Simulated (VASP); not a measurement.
Here is the system:

```xyz
6
Lattice="4.6757 0.0000 0.0000 0.0000 4.6757 0.0000 0.0000 0.0000 2.9821" Properties=species:S:1:pos:R:3 pbc="T T T"
Ti     4.6757     0.0000     2.9821
Ti     2.3378     2.3378     1.4910
O      1.4280     1.4280     0.0000
O      3.7658     0.9099     1.4910
O      0.9099     3.7658     1.4910
O      3.2477     3.2477     2.9821
```

Level of theory: revPBE GGA, VASP's PBE PAW potentials (set 64) (plane waves; VASP). Numerical set-up: 520 eV cut-off, 5×5×8 Γ-centred mesh, tetrahedra with Blöchl corrections, potentials Ti_sv O.

The cores are frozen, which limits the accuracy of field gradients.

**Question.** Give the principal components of the electric field gradient (V/Å²) and the asymmetry η at each nucleus.

**Answer.** 
```csv
atom,Vxx,Vyy,Vzz,η
Ti1,21.3,2.4,-23.6,0.80
Ti2,21.3,2.4,-23.6,0.80
O3,-24.5,-1.9,26.4,0.86
O4,-24.5,-1.9,26.4,0.86
O5,-24.5,-1.9,26.4,0.86
O6,-24.5,-1.9,26.4,0.86
```

The compound is TiO2 in the rutile structure. It was relaxed first.
